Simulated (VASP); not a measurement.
VASP runs on Rb (bcc) share one base input (PBE GGA, plane waves, VASP's PBE PAW potentials (set 64)) and change the settings named in each case.

### INCAR
```
! general
SYSTEM   =  Rb
PREC     =  Accurate
ENCUT    =  400
LREAL    =  F   ! projection in real space or not
LASPH    =  T   ! aspherical one-centre terms

! electronic loop
EDIFF    =  1E-6   ! SCF stop (eV)
NELM     =  100
ALGO     =  Normal   ! blocked Davidson
LMAXMIX  =  4   ! l cut-off of mixed one-centre charges

! smearing
ISMEAR   =  1   ! Methfessel-Paxton
SIGMA    =  0.1

! functional
GGA      =  PE   ! PBE

! ions
ISIF     =  2   ! forces and stress, cell fixed

! output
LWAVE    =  F
LCHARG   =  F
```

POSCAR:
```
Rb
1
   -2.8250000000     2.8250000000     2.8250000000
    2.8250000000    -2.8250000000     2.8250000000
    2.8250000000     2.8250000000    -2.8250000000
Rb
1
Direct
  0.0000000000   0.0000000000   0.0000000000
```

KPOINTS:
```
Automatic mesh
0
Gamma
 8 8 8
0 0 0
```

POTCAR, in this order: Rb_sv (PBE.64 set). Program: vasp_std.

```
change                             E(σ→0) (eV/atom)  −TS (eV)  irreducible k-points
---------------------------------  ----------------  --------  --------------------
base run                                    -0.9289   -0.0015                    29
KPOINTS 2×2×2 Monkhorst-Pack mesh           -0.8258   -0.0187                     2
KPOINTS 4×4×4 Monkhorst-Pack mesh           -0.9242   -0.0077                     6
KPOINTS 7×7×7 Monkhorst-Pack mesh               ___       ___                    20
KPOINTS 8×8×8 Monkhorst-Pack mesh               ___       ___                    26
```

Q: Complete the blanks.

A: 
- KPOINTS 8×8×8 Monkhorst-Pack mesh, E(σ→0) (eV/atom): -0.9415
- KPOINTS 8×8×8 Monkhorst-Pack mesh, −TS (eV): -0.0006
- KPOINTS 7×7×7 Monkhorst-Pack mesh, E(σ→0) (eV/atom): -0.9378
- KPOINTS 7×7×7 Monkhorst-Pack mesh, −TS (eV): 0.0000

Left out are runs that ran out of time, are held back, or changed the cell or the kind of run, fixed moments of cells without a moment, rows past the twelfth, gaps on odd meshes, pressures of charged cells and columns that move by less than the noise.

The compound is Rb in the bcc structure. The cell was not relaxed at this level.
